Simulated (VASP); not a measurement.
Data:

```xyz
3
Lattice="0.0000 2.7339 2.7339 2.7339 0.0000 2.7339 2.7339 2.7339 0.0000" Properties=species:S:1:pos:R:3 pbc="T T T"
Ce     0.0000     0.0000     0.0000
O      1.3670     1.3670     1.3670
O      4.1009     4.1009     4.1009
```

Level of theory: PW91 GGA, VASP's PBE PAW potentials (set 64) (plane waves; VASP 6.6.1). Settings: 520 eV cut-off, Gaussian smearing of 0.050 eV, potentials Ce O.

Q: Give the energies of bands 7 to 15 at the high-symmetry points, in eV from the valence-band maximum.

A: 
```tsv
band	Γ	X	U	L	W
7	-3.69	-3.78	-3.15	-2.84	-2.83
8	-3.69	-1.19	-1.69	-2.84	-2.21
9	-3.69	-1.19	-1.34	-1.25	-1.03
10	-0.58	-0.74	-1.27	-1.18	-1.03
11	-0.58	-0.74	-0.72	-0.78	-0.70
12	-0.58	-0.59	-0.30	-0.78	-0.62
13	2.13	1.86	1.90	1.82	1.89
14	2.13	1.95	1.98	1.99	2.00
15	2.13	1.95	2.02	1.99	2.00
```

The gap is indirect, 1.82 eV, from the valence maximum at K-Γ at 0.29 to the conduction minimum at L.

The compound is CeO2 in the fluorite structure. It was relaxed first. The run is not spin-polarised, so no magnetic state was tried.
